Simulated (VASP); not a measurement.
Output of a VASP run:

OSZICAR:
```
       N       E                     dE             d eps       ncg     rms          rms(c)
DAV:   1     0.244615556288E+02    0.24462E+02   -0.38348E+03   568   0.827E+02
DAV:   2    -0.777897166171E+01   -0.32241E+02   -0.30849E+02   776   0.108E+02
DAV:   3    -0.891351391589E+01   -0.11345E+01   -0.11345E+01   672   0.276E+01
DAV:   4    -0.891945897207E+01   -0.59451E-02   -0.59451E-02   904   0.229E+00
DAV:   5    -0.891946374075E+01   -0.47687E-05   -0.47687E-05   744   0.576E-02    0.426E+00
DAV:   6    -0.854018534838E+01    0.37928E+00   -0.10014E+00   584   0.489E+00    0.334E+00
DAV:   7    -0.849880146051E+01    0.41384E-01   -0.23720E-01   728   0.257E+00    0.225E+00
DAV:   8    -0.849856460086E+01    0.23686E-03   -0.14225E-02   656   0.100E+00    0.879E-01
DAV:   9    -0.849835964302E+01    0.20496E-03   -0.59230E-04   648   0.193E-01    0.286E-01
DAV:  10    -0.849839921125E+01   -0.39568E-04   -0.16044E-04   824   0.826E-02    0.126E-02
DAV:  11    -0.849839728032E+01    0.19309E-05   -0.20483E-05   680   0.235E-02    0.116E-02
DAV:  12    -0.849839727451E+01    0.58082E-08   -0.42340E-07   768   0.554E-03
   1 F= -.90579594E+01 E0= -.90579594E+01  d E =-.140954E-15
```

File OUTCAR:
```
------------------------ aborting loop because EDIFF is reached ----------------------------------------
  Edisp (eV):   -0.55956
  FORCE on cell =-STRESS in cart. coord.  units (eV):
  Direction    XX          YY          ZZ          XY          YZ          ZX
  --------------------------------------------------------------------------------------
  Total      -0.94986    -0.94986    -0.94986     0.00000     0.00000     0.00000
  in kB     -41.68600   -41.68600   -41.68600     0.00000     0.00000     0.00000
  external pressure =      -41.69 kB  Pullay stress =        0.00 kB
  volume of cell :       36.51
      direct lattice vectors                 reciprocal lattice vectors
     0.000000000  2.632998287  2.632998287    -0.189897579  0.189897579  0.189897579
     2.632998287  0.000000000  2.632998287     0.189897579 -0.189897579  0.189897579
     2.632998287  2.632998287  0.000000000     0.189897579  0.189897579 -0.189897579
 POSITION                                       TOTAL-FORCE (eV/Angst)
 -----------------------------------------------------------------------------------
      0.00000      0.00000      0.00000        -0.000000      0.000000     -0.000000
      2.63300      2.63300      2.63300         0.000000     -0.000000      0.000000
 -----------------------------------------------------------------------------------
    total drift:                                0.000000      0.000000      0.000000
  FREE ENERGIE OF THE ION-ELECTRON SYSTEM (eV)
  ---------------------------------------------------
  free  energy   TOTEN  =        -9.0579593712 eV

  energy  without entropy=       -9.0579593712  energy(sigma->0) =       -9.05795937
```
(Selected blocks of OUTCAR.)

**POSCAR**
```
MgS
1
    0.0000000000     2.6329982872     2.6329982872
    2.6329982872     0.0000000000     2.6329982872
    2.6329982872     2.6329982872     0.0000000000
Mg S
1 1
Direct
  0.0000000000   0.0000000000   0.0000000000
  0.5000000000   0.5000000000   0.5000000000
```

Problem. Write an INCAR and KPOINTS that could have produced this output.

Solution. Several could match; the one computed here: the input of the run itself, PBE GGA with D4 dispersion, plane waves, VASP's PBE PAW potentials (set 64).

INCAR:
```
LWAVE  =  .FALSE.
LASPH  =  .TRUE.
ISMEAR  =  0
SYSTEM  =  MgS
ISIF  =  2   # forces and stress, cell fixed
ENCUT  =  520   # plane-wave cut-off (eV)
ALGO  =  Normal   # blocked Davidson
LREAL  =  .FALSE.
SIGMA  =  0.05
PREC  =  Accurate
EDIFF  =  1E-7   # SCF stop (eV)
NELM  =  100   # most electronic steps
LCHARG  =  .FALSE.
IVDW  =  13   # D4
GGA  =  PE   # PBE
```

KPOINTS:
```
Regular mesh
0
G
  9 9 9
```

POTCAR, in this order: Mg S (PBE.64 set). Program: vasp_std.

The compound is MgS in the rock salt structure. This cell is one point of a volume scan, at 1.06 of the reference volume.
